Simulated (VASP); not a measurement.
```
CELL_PARAMETERS angstrom
      0.00000     2.79480     2.79480
      2.79480     0.00000     2.79480
      2.79480     2.79480     0.00000
ATOMIC_POSITIONS crystal
  Yb 0.00000 0.00000 0.00000
```
Cell charge +0.5.

All values below come from PBE GGA, VASP's PBE PAW potentials (set 64) (plane waves; VASP). Run with NELECT = 7.5, 400 eV cut-off, 10×10×10 Γ-centred mesh, Gaussian smearing of 0.050 eV, potentials Yb_2.

The 4f electrons are frozen in the core of the lanthanide potential, so 4f levels, which can set the real gap, and their magnetism are missing. The cell is charged, with a uniform compensating background.

Q: Give the stress tensor in GPa (positive for a compressed cell).

A: 
```
-6.48   0.00   0.00
 0.00  -6.48   0.00
 0.00   0.00  -6.48
```
The pressure is its mean diagonal, -6.48 GPa.

The compound is Yb in the fcc structure. The cell was not relaxed at this level. The run is one of a series of settings (ISMEAR = 0, NELECT = 7.5, SIGMA = 0.05 against the base run), some of them coarse on purpose.
